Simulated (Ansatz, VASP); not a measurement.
# Bi (Bismuth): VASP beside Ansatz, part 2 of 2

Aim: how closely do two programs agree when they are given the same cell, functional and k mesh? The cell is taken from a series of VASP runs on this material, whose earlier steps may have relaxed, scaled or displaced it; both programs get it as it stands.

VASP 6.6.1 and Ansatz 0.2.0.

So far. Step 3 (Ansatz: single point, PBEsol): The run ends at a pressure of 0.14 GPa, with forces up to 0.099 eV/Å.

## 5. VASP: band structure, PBEsol, spin-orbit coupling

Level of this step: PBEsol, spin-orbit coupling; plane waves and PAW (Bi_d) (VASP).

A single point gives forces, pressure and levels at one fixed geometry, so differences don't come from the geometry; what else differs is listed under the comparison.

File INCAR:

```
SYSTEM = Bi
PREC = Accurate
ENCUT = 400
EDIFF = 1E-06
NELM = 100
ISMEAR = 1
SIGMA = 0.2
LREAL = .FALSE.
ALGO = Normal
GGA = PS
LNONCOLLINEAR = .TRUE.
MAGMOM = 0 0 0 0 0 0
NBANDS = 42
GGA_COMPAT = .FALSE.
LASPH = .TRUE.
LSORBIT = .TRUE.
LORBIT = 11
LWAVE = .FALSE.
LCHARG = .FALSE.
KPAR = 2
```

File POSCAR:

```
Bi
1.0
    2.2569148546      1.3030303989      3.9243476710
   -2.2569148546      1.3030303989      3.9243476710
    0.0000000000     -2.6060607977      3.9243476710
Bi
2
Direct
    0.2349557539      0.2349557539      0.2349557539
    0.7650442461      0.7650442461      0.7650442461
```

File KPOINTS:

```
Automatic mesh
0
Gamma
5 5 5
0 0 0
```

File KPOINTS_OPT:

```
Line mode
16
Line-mode
Reciprocal
  0.00000000   0.00000000   0.00000000 GAMMA
  0.50000000   0.00000000   0.00000000 L

  0.50000000   0.00000000   0.00000000 L
  0.50000000   0.24016591  -0.24016591 B1

  0.75983409   0.50000000   0.24016591 B
  0.50000000   0.50000000   0.50000000 Z

  0.50000000   0.50000000   0.50000000 Z
  0.00000000   0.00000000   0.00000000 GAMMA

  0.00000000   0.00000000   0.00000000 GAMMA
  0.37008296   0.00000000  -0.37008296 X

  0.62991704   0.37008296   0.00000000 Q
  0.50000000   0.50000000   0.00000000 F

  0.50000000   0.50000000   0.00000000 F
  0.62991704   0.62991704   0.24016591 P1

  0.62991704   0.62991704   0.24016591 P1
  0.50000000   0.50000000   0.50000000 Z

  0.50000000   0.00000000   0.00000000 L
  0.75983409   0.37008296   0.37008296 P
```

The projector-augmented-wave data sets are Bi_d (PBE family, release 64).

Command:

```
$ mpirun -np 2 vasp_ncl
```

Numbers of over 12 decimals in the logs are rounded to 6 here.

Output:

```text
[banner, memory and clock lines left out]
running    2 mpi-ranks, on    1 nodes
[...]
[... a notice as in an earlier step ...]

 LDA part: xc-table for (Slater+PW92), standard interpolation
 POSCAR, INCAR and KPOINTS ok, starting setup
[...]
entering main loop
       N       E                     dE             d eps       ncg     rms          rms(c)
DAV:   1     0.332531008098E+03    0.33253E+03   -0.13593E+04  1596   0.148E+03
DAV:   2     0.290006843211E+02   -0.30353E+03   -0.29556E+03  1596   0.445E+02
DAV:   3    -0.837211885375E+01   -0.37373E+02   -0.36533E+02  1844   0.179E+02
DAV:   4    -0.101645368717E+02   -0.17924E+01   -0.17844E+01  1884   0.421E+01
[...]
DAV:   9    -0.102432993766E+02    0.23719E-06   -0.24682E-04  2166   0.153E-01    0.110E-02
DAV:  10    -0.102432997373E+02   -0.36077E-06   -0.27690E-05  1816   0.502E-02    0.807E-03
DAV:  11    -0.102432998105E+02   -0.73132E-07   -0.38215E-06  1610   0.140E-02
   1 F= -.10243300E+02 E0= -.10243552E+02  d E =0.756316E-03  mag=    -0.0000    -0.0000    -0.0000
 Start KPOINTS_OPT (optional k-point list driver)
k-point batch [1-19\144]
       N       E                     dE             ncg
DAV:   1     0.626167506832E+03   -0.57041E+04     1604
DAV:   2    -0.510207918466E+04   -0.57282E+04     1644
DAV:   3    -0.583194974504E+04   -0.72987E+03     1792
DAV:   4    -0.586794295057E+04   -0.35993E+02     1874
DAV:   5    -0.586985177657E+04   -0.19088E+01     2276
DAV:   6    -0.586989629784E+04   -0.44521E-01     2286
DAV:   7    -0.586989718485E+04   -0.88702E-03     2354
DAV:   8    -0.586989721004E+04   -0.25190E-04     2380
DAV:   9    -0.586989721045E+04   -0.40895E-06     1306
[...]
k-point batch [134-144\144]
       N       E                     dE             ncg
DAV:   1     0.554880229892E+04   -0.80299E+04      932
DAV:   2     0.218588082561E+04   -0.33629E+04      924
DAV:   3     0.178212274618E+04   -0.40376E+03     1070
DAV:   4     0.176356257025E+04   -0.18560E+02     1088
DAV:   5     0.176251867169E+04   -0.10439E+01     1256
DAV:   6     0.176249100354E+04   -0.27668E-01     1298
DAV:   7     0.176249022460E+04   -0.77895E-03     1366
DAV:   8     0.176249021159E+04   -0.13010E-04     1332
DAV:   9     0.176249021134E+04   -0.24624E-06      708
```

From OUTCAR (step 5):

```text
  Total        0.4342779      0.4342779      0.1604335      0.0000000      0.0000000      0.0000000
  in kB       10.0482367     10.0482367      3.7120798      0.0000000      0.0000000      0.0000000
  external PRESSURE =       7.9361844 kB  Pullay stress =       0.0000000 kB

 POSITION                                       TOTAL-FORCE (eV/Angst)
 -----------------------------------------------------------------------------------
      0.00000      0.00000      2.76614         0.000000      0.000000      0.075167
      0.00000      0.00000      9.00690         0.000000     -0.000000     -0.075167
 -----------------------------------------------------------------------------------
    total drift:                               -0.000000     -0.000000      0.000000

  FREE ENERGIE OF THE ION-ELECTRON SYSTEM (eV)
  ---------------------------------------------------
  free  energy   TOTEN  =       -10.2432998105 eV

  energy  without entropy=      -10.2440561263  energy(sigma->0) =      -10.24355192

 magnetization (x)
# of ion       s       p       d       tot
------------------------------------------
    1       -0.000   0.000  -0.000   0.000
    2       -0.000   0.000  -0.000  -0.000
--------------------------------------------------
tot         -0.000   0.000  -0.000   0.000

 magnetization (y)
# of ion       s       p       d       tot
------------------------------------------
    1        0.000   0.000   0.000   0.000
    2        0.000   0.000   0.000   0.000
--------------------------------------------------
tot          0.000   0.000   0.000   0.000

 magnetization (z)
# of ion       s       p       d       tot
------------------------------------------
    1        0.000   0.000   0.000   0.000
    2        0.000   0.000   0.000   0.000
--------------------------------------------------
tot          0.000   0.000   0.000   0.000

[... 1 part as in an earlier step ...]

[... 2 further parts left out ...]
[key lines of the parts left out:]
E-fermi :   6.2951
```

The run ends at a pressure of 0.79 GPa, with forces up to 0.075 eV/Å.

## 6. Ansatz: band structure, PBEsol, spin-orbit coupling

The same cell, functional, mesh and smearing now go to Ansatz, which takes its cutoff from its data sets.

The cell is taken from a series of VASP runs on this material, whose earlier steps may have relaxed, scaled or displaced it; both programs get it as it stands.

File input.yaml:

```yaml
crystal:
  lattice:
    - [2.2569148546, 1.3030303989, 3.924347671]
    - [-2.2569148546, 1.3030303989, 3.924347671]
    - [0.0, -2.6060607977, 3.924347671]
  atoms:
    - { symbol: Bi, position: [0.2349557539, 0.2349557539, 0.2349557539] }
    - { symbol: Bi, position: [0.7650442461, 0.7650442461, 0.7650442461] }
hamiltonian:
  xc: pbesol
  pseudopotentials: { kind: paw_fr }
magnetization:
  noncollinear: true
  spin_orbit: true
kpoints:
  mp_grid: { grid: [5, 5, 5] }
  band_path:
    path:
      - [0.0, 0.0, 0.0]
      - [0.13333, 0.0, 0.0]
      - [0.3, 0.0, 0.0]
      - [0.46667, 0.0, 0.0]
      - [0.5, 0.04803, -0.04803]
      - [0.5, 0.12809, -0.12809]
      - [0.5, 0.20814, -0.20814]
      - [0.72519, 0.5, 0.27481]
      - [0.63858, 0.5, 0.36142]
      - [0.55197, 0.5, 0.44803]
      - [0.46667, 0.46667, 0.46667]
      - [0.3, 0.3, 0.3]
      - [0.13333, 0.13333, 0.13333]
      - [0.0, 0.0, 0.0]
      - [0.12336, 0.0, -0.12336]
      - [0.22205, 0.0, -0.22205]
      - [0.34541, 0.0, -0.34541]
      - [0.60393, 0.39607, 0.0]
      - [0.56063, 0.43937, 0.0]
      - [0.51732, 0.48268, 0.0]
      - [0.51732, 0.51732, 0.03202]
      - [0.56063, 0.56063, 0.11208]
      - [0.60393, 0.60393, 0.19213]
      - [0.62126, 0.62126, 0.25749]
      - [0.57795, 0.57795, 0.3441]
      - [0.53464, 0.53464, 0.43071]
      - [0.5, 0.0, 0.0]
      - [0.58661, 0.12336, 0.12336]
      - [0.67322, 0.24672, 0.24672]
      - [0.75983, 0.37008, 0.37008]
    npoints: 1
scf:
  occupations: { method: methfessel_paxton, width: 0.2 }
  n_extra_bands: 14
output:
  forces: true
  stress: true
  eigenvalues: true
```

Command:

```
$ ansatz run input.yaml --threads 2 --pin off --max-ram 4608MiB --backend cpu --events-out ev --progress --plain --runs-dir out
```

Output:

```text
[...]
non-collinear run that drives no moment, with spin-orbit: no starting moment large enough to seed its density (crystal.atoms[].spin), no starting occupations that ask for one, no magnetisation constraint and no magnetic field, so the semilocal B_xc is pinned to zero
Crystal: 2 atoms, lattice volume = 69.245 Å³
[...]
k-point 1: bands = [... 26 lower, 8.9057, 8.9057, 9.2237, 9.2237, 10.3262, 10.3262, 12.0835, 12.0835, ... 10 higher]
  k-point 2: bands = [... 26 lower, 8.2484, 8.2484, 9.5019, 9.5019, 9.8268, 9.8268, 10.7120, 10.7120, ... 10 higher]
  k-point 18: bands = [... 26 lower, 7.5699, 7.5699, 8.8311, 8.8311, 10.8865, 10.8865, 12.1493, 12.1493, ... 10 higher]
[key lines of the parts left out:]
SCF converged after 6 iterations
Magnetization: |M| = 0.0000 μB,  M = (+0.0000, +0.0000, +0.0000) μB
Free energy (F): -24565.822652 eV
Fermi energy:    9.731708 eV
P = ⅓ Tr σ = 0.9716 GPa (9.716 kbar)
```

The job ended after 8.9 s (2 threads of Arm Neoverse V2, shared host; peak memory 0.49 GiB; 17 s of CPU time).

## 7. Comparison

What differs besides the data sets and the points named for the pairs above, as far as they apply: spin-orbit coupling enters by fully relativistic files in Ansatz and inside the spheres in VASP. Total energies have different zeros and are not compared.

The two programs side by side:

```csv
quantity,Ansatz,VASP,difference
pressure (GPa),0.97,0.79,+0.18
```

Forces (eV/Å; atoms numbered as in POSCAR):

```csv
atom,"Ansatz x, y, z","VASP x, y, z"
Bi1,"0.000, 0.000, 0.070","0.000, 0.000, 0.075"
Bi2,"0.000, 0.000, -0.070","0.000, 0.000, -0.075"
```

The forces differ by 3.2 meV/Å r.m.s., which is 7.4 % of the r.m.s. force of 0.04 eV/Å (both taken over all components). Levels from 3 eV below to 2 eV above the Fermi level differ by 84 meV r.m.s. and 224 meV at most; each VASP level is matched to the nearest of Ansatz, which flatters the figure a little.

## 8. Other set-ups

Further runs change the set-up of one program: Ansatz's method, potentials or start, or VASP's data sets, cutoff or form of LDA. The table gives Ansatz less VASP for each quantity, since a change that brings one quantity closer may part another.

```csv
run,r.m.s. force difference (meV/Å),pressure (GPa)
as above,3.2,0.18
cores kept as stored,3.1,0.18
Ansatz's larger PAW set (cutoff 600 eV),1.4,0.20
norm-conserving potentials (cutoff 898 eV),5.3,0.20
```

## 9. What came out

| Property | Result |
| --- | --- |
| r.m.s. force difference (single point, PBEsol) | 4.1 meV/Å |
| r.m.s. difference of levels near the Fermi level (band structure, PBEsol, spin-orbit coupling) | 84 meV |

In words: The r.m.s. difference of levels near the Fermi level is 84 meV (band structure, PBEsol, spin-orbit coupling), beyond the 80 meV picked in this series as the mark of a large difference. Band structure, PBEsol, spin-orbit coupling, Ansatz's larger PAW set (cutoff 600 eV): r.m.s. force difference goes from 3.2 to 1.4 meV/Å. Band structure, PBEsol, spin-orbit coupling, norm-conserving potentials (cutoff 898 eV): r.m.s. force difference goes from 3.2 to 5.3 meV/Å. How closely two codes agree says nothing of how well the functional describes the real material.

[Lines on the potential files, build, host, timing and source positions are cut from VASP's logs without a mark.]

[Logs are printed without paths, hosts, clocks, repeated set-up lines and the standing remarks that a program may print on its own settings, such as how far it seeks lower states.]

[Hosts, paths, dates, database ids (printed as entryN), source tags and the programs' standing remarks are cut or masked in the printed files.]
